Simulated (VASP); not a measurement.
```xyz
3
Lattice="3.1675 0.0000 0.0000 -1.5838 2.7432 0.0000 0.0000 0.0000 3.5524" Properties=species:S:1:pos:R:3 pbc="T T T"
Zr     0.0000     0.0000     0.0000
B      0.0000     1.8288     1.7762
B      1.5838     0.9144     1.7762
```

All values below come from PBE GGA, VASP's PBE PAW potentials (set 64) (plane waves; VASP). Settings: 400 eV cut-off, 16×16×12 Γ-centred mesh, Fermi-Dirac smearing of 0.14 eV, potentials Zr_sv B.

**Question.** Give the energies of bands 6 to 12 at the high-symmetry points, in eV from the Fermi level.

**Answer.** 
```
band      Γ      M      K      A      L      H
----  -----  -----  -----  -----  -----  -----
6     -2.58  -8.50  -7.76  -6.95  -7.00  -8.71
7     -2.57  -3.91  -6.89  -0.93  -4.56  -4.94
8     -2.57  -3.04  -2.47  -0.93  -4.10  -2.65
9     -2.39  -2.66  -2.47   0.39  -2.00  -2.65
10     3.40   2.21   1.55   0.39   3.66   4.03
11     3.40   2.29   1.55   0.79   4.09   5.96
12     4.12   4.95   3.20   0.79   5.30   5.97
```

It has no gap at this level: it comes out as a metal or semimetal.

The structure comes from a computed database's ZrB2 entry; how it stands against other phases isn't given here. The cell was not relaxed at this level.
